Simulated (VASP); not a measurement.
Here is the system:

```
CELL_PARAMETERS angstrom
      3.87646     0.00000     0.00000
      0.00000     3.87646     0.00000
      0.00000     0.00000     3.87646
ATOMIC_POSITIONS crystal
  Ti 0.00000 0.00000 0.00000
  Pt 0.00000 0.50000 0.50000
  Pt 0.50000 0.00000 0.50000
  Pt 0.50000 0.50000 0.00000
```

Calculation: SCAN meta-GGA, VASP's PBE PAW potentials (set 64) (plane waves; VASP). Run with 520 eV cut-off, 9×9×9 Γ-centred mesh, tetrahedra with Blöchl corrections, potentials Ti_sv Pt.

The cores are frozen, which limits the accuracy of field gradients.

Problem. Give the principal components of the electric field gradient (V/Å²) and the asymmetry η at each nucleus.

Solution. 
| atom | Vxx | Vyy | Vzz | η |
|---|---|---|---|---|
| Ti1 | 0.0 | 0.0 | 0.0 | - |
| Pt2 | 20.0 | 20.0 | -40.0 | 0.00 |
| Pt3 | 20.0 | 20.0 | -40.0 | 0.00 |
| Pt4 | 20.0 | 20.0 | -40.0 | 0.00 |

The compound is Pt3Ti in the L1_2 structure. It was relaxed first.
